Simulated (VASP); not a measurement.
TiSn: relaxation of cell and atoms with PBE

TiSn:

```
CELL_PARAMETERS angstrom
3.42900 0.00000 0.00000
-1.71450 2.96960 0.00000
0.00000 0.00000 5.54362
ATOMIC_POSITIONS crystal
Ti 0.00000 0.00000 0.00000
Sn 0.66667 0.33333 0.50000
```

The cell was built by a generator and needn't be a form met in nature.

```
Program                : VASP 6.6.1
Task                   : relaxation of cell and atoms
Functional             : PBE
Potentials or basis    : VASP PAW PBE potentials, release 64 (Ti_sv, Sn_d)
Cutoff                 : 520 eV
k mesh                 : 7 × 7 × 4
Occupations            : gaussian, width 0.15 eV
Spin                   : no spin polarisation
Further INCAR settings : PREC = Normal; ALGO = Fast; EDIFF = 0.0001; IBRION = 2; EDIFFG = -0.08; NSW = 24; ISIF = 3
```

* Relaxed volume: 20.03 Å³/atom
* Relaxed cell: a = 3.175 Å, b = 3.175 Å, c = 4.590 Å, α = 90.00°, β = 90.00°, γ = 120.00°
* Space group after relaxing (to 0.05 Å): P-6m2 (No. 187)
* Energy gained by relaxing: 581.9 meV/atom
* Ionic steps: 6
* Pressure after relaxing: 0.3 GPa
* Band gap on the k mesh: none (metal or under the smearing width)

Step by step:
| step | energy change (eV) | largest force (eV/Å) | pressure (GPa) | volume (Å³) |
| --- | --- | --- | --- | --- |
| 1 | 0.0000 | 0.0000 | -14.21 | 56.45 |
| 2 | -1.1052 | 0.0000 | 4.38 | 38.33 |
| 3 | -1.1239 | 0.0000 | 1.33 | 39.64 |
| 4 | -1.1234 | 0.0000 | -0.03 | 40.12 |
| 5 | -1.1600 | 0.0000 | 0.10 | 40.10 |
| 6 | -1.1637 | 0.0000 | 0.29 | 40.07 |

Final structure:
```
CELL_PARAMETERS angstrom
3.17499 0.00000 0.00000
-1.58749 2.74962 0.00000
0.00000 0.00000 4.58969
ATOMIC_POSITIONS crystal
Ti 0.00000 0.00000 0.00000
Sn 0.66667 0.33333 0.50000
```

Levels at points of the mesh, in eV from the Fermi level:
| k point | band 11 | band 12 | band 13 | band 14 | band 15 | band 16 |
| --- | --- | --- | --- | --- | --- | --- |
| (0.00, 0.00, 0.00) | -2.51 | -2.00 | 0.72 | 0.72 | 1.68 | 1.68 |
| (0.00, 0.00, 0.50) | -5.79 | -0.34 | 0.85 | 0.85 | 1.53 | 1.53 |

Run time: 62 s on 1 thread of Intel(R) Xeon(R) Platinum 8375C CPU @ 2.90GHz (Ice Lake) (shared host), peak memory 0.16 GiB.

Caveat: the volume moved by over 15 % at a fixed basis, so the end points are rough; the relaxation stopped at a loose force limit of 0.08 eV/Å, so its end isn't a converged minimum.
